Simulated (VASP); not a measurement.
These are MS2 meta-GGA, VASP's PBE PAW potentials (set 64) (plane waves; VASP) values and carry that method's errors.

A VASP calculation is set up with these files.

INCAR:
```
ALGO=Normal
EDIFF=1E-7
ENCUT=520
ISIF=2
ISMEAR=1
LASPH=.TRUE.
LCHARG=.FALSE.
LMAXMIX=4
LMIXTAU=.TRUE.
LREAL=.FALSE.
LWAVE=.FALSE.
METAGGA=MS2
NELM=100
PREC=Accurate
SIGMA=0.1
SYSTEM=ZrC
```

File KPOINTS:
```
Automatic mesh
0
Gamma
13 13 13
0 0 0
```

**POSCAR**
```
ZrC
1
    0.0000000000     2.3949427581     2.3949427581
    2.3949427581     0.0000000000     2.3949427581
    2.3949427581     2.3949427581     0.0000000000
Zr C
1 1
Direct
  0.0000000000   0.0000000000   0.0000000000
  0.5000000000   0.5000000000   0.5000000000
```

POTCAR, in this order: Zr_sv C (PBE.64 set). Program: vasp_std.

The resulting files:

OSZICAR:
```
       N       E                     dE             d eps       ncg     rms          rms(c)
DAV:   1     0.717849142910E+02    0.71785E+02   -0.83309E+03  2016   0.126E+03
DAV:   2    -0.468628153380E+02   -0.11865E+03   -0.11160E+03  2360   0.323E+02
DAV:   3    -0.581285173764E+02   -0.11266E+02   -0.10592E+02  3640   0.708E+01
DAV:   4    -0.584854767463E+02   -0.35696E+00   -0.35141E+00  2316   0.119E+01
DAV:   5    -0.584930897091E+02   -0.76130E-02   -0.76062E-02  2784   0.170E+00    0.517E+01
DAV:   6    -0.175357232582E+02    0.40957E+02   -0.23217E+02  2316   0.845E+01    0.229E+01
DAV:   7    -0.253221712846E+02   -0.77864E+01   -0.20089E+01  2604   0.405E+01    0.168E+01
DAV:   8    -0.227486970211E+02    0.25735E+01   -0.82351E+00  2932   0.317E+01    0.909E+00
DAV:   9    -0.222633395509E+02    0.48536E+00   -0.62430E-01  2400   0.117E+01    0.786E+00
DAV:  10    -0.234012722878E+02   -0.11379E+01   -0.28012E+00  3308   0.120E+01    0.303E+00
DAV:  11    -0.209271937111E+02    0.24741E+01   -0.82852E+00  3040   0.333E+01    0.526E+00
DAV:  12    -0.211526385191E+02   -0.22544E+00   -0.37136E-01  3076   0.438E+00    0.518E+00
DAV:  13    -0.211522202768E+02    0.41824E-03   -0.50155E-03  2256   0.614E-01    0.513E+00
DAV:  14    -0.211817720510E+02   -0.29552E-01   -0.31820E-02  2196   0.188E+00    0.579E+00
DAV:  15    -0.211767668537E+02    0.50052E-02   -0.22685E-03  2496   0.440E-01    0.573E+00
DAV:  16    -0.212418381069E+02   -0.65071E-01   -0.51396E-02  2244   0.211E+00    0.524E+00
DAV:  17    -0.212446431259E+02   -0.28050E-02   -0.40448E-01  2224   0.623E+00    0.155E+00
DAV:  18    -0.212174831271E+02    0.27160E-01   -0.68311E-02  2388   0.335E+00    0.295E+00
DAV:  19    -0.212227046262E+02   -0.52215E-02   -0.87603E-03  2316   0.127E+00    0.241E+00
DAV:  20    -0.212246174547E+02   -0.19128E-02   -0.12734E-03  2812   0.363E-01    0.226E+00
DAV:  21    -0.212632664732E+02   -0.38649E-01   -0.37398E-02  2268   0.232E+00    0.168E+00
DAV:  22    -0.212583101986E+02    0.49563E-02   -0.60560E-03  2308   0.884E-01    0.110E+00
DAV:  23    -0.212539271851E+02    0.43830E-02   -0.29076E-03  2840   0.684E-01    0.671E-01
DAV:  24    -0.212520978584E+02    0.18293E-02   -0.17430E-03  2816   0.534E-01    0.360E-01
DAV:  25    -0.212511007783E+02    0.99708E-03   -0.83588E-04  3180   0.302E-01    0.204E-01
DAV:  26    -0.212509755507E+02    0.12523E-03   -0.92332E-05  2968   0.103E-01    0.165E-01
DAV:  27    -0.212508329848E+02    0.14257E-03   -0.12109E-04  2644   0.142E-01    0.627E-02
DAV:  28    -0.212508244303E+02    0.85546E-05   -0.23584E-05  2788   0.562E-02    0.262E-02
DAV:  29    -0.212508107674E+02    0.13663E-04   -0.13176E-05  3132   0.316E-02    0.776E-03
DAV:  30    -0.212508100056E+02    0.76178E-06   -0.46841E-06  2608   0.304E-02    0.152E-02
DAV:  31    -0.212508029358E+02    0.70697E-05   -0.11332E-06  2060   0.139E-02    0.174E-02
DAV:  32    -0.212508051574E+02   -0.22216E-05   -0.17754E-06  2040   0.207E-02    0.102E-02
DAV:  33    -0.212508057534E+02   -0.59600E-06   -0.32344E-07  2184   0.739E-03    0.606E-03
DAV:  34    -0.212508060085E+02   -0.25503E-06   -0.10378E-07  1084   0.484E-03    0.342E-03
DAV:  35    -0.212508069091E+02   -0.90062E-06   -0.32913E-07  2380   0.605E-03    0.604E-04
DAV:  36    -0.212508072123E+02   -0.30320E-06   -0.12411E-08  1020   0.129E-03    0.847E-04
DAV:  37    -0.212508072207E+02   -0.84601E-08   -0.68335E-09  1012   0.996E-04
   1 F= -.21250807E+02 E0= -.21250742E+02  d E =-.194660E-03
```

OUTCAR:
```
------------------------ aborting loop because EDIFF is reached ----------------------------------------
  FORCE on cell =-STRESS in cart. coord.  units (eV):
  Direction    XX          YY          ZZ          XY          YZ          ZX
  --------------------------------------------------------------------------------------
  Total       -2.0746970     -2.0746970     -2.0746970      0.0000000      0.0000000      0.0000000
  in kB     -120.9901028   -120.9901028   -120.9901028      0.0000000      0.0000000      0.0000000
  external PRESSURE =    -120.9901028 kB  Pullay stress =       0.0000000 kB
  volume of cell :       27.47
      direct lattice vectors                 reciprocal lattice vectors
     0.000000000  2.394942758  2.394942758    -0.208773257  0.208773257  0.208773257
     2.394942758  0.000000000  2.394942758     0.208773257 -0.208773257  0.208773257
     2.394942758  2.394942758  0.000000000     0.208773257  0.208773257 -0.208773257
 POSITION                                       TOTAL-FORCE (eV/Angst)
 -----------------------------------------------------------------------------------
      0.00000      0.00000      0.00000         0.000000      0.000000      0.000000
      2.39494      2.39494      2.39494        -0.000000      0.000000     -0.000000
 -----------------------------------------------------------------------------------
    total drift:                                0.000000      0.000000      0.000000
  FREE ENERGIE OF THE ION-ELECTRON SYSTEM (eV)
  ---------------------------------------------------
  free  energy   TOTEN  =       -21.2508072207 eV

  energy  without entropy=      -21.2506125604  energy(sigma->0) =      -21.25074233
```
(Selected blocks of OUTCAR.)

The compound is ZrC in the rock salt structure. This cell is one point of a volume scan, at 1.06 of the reference volume.
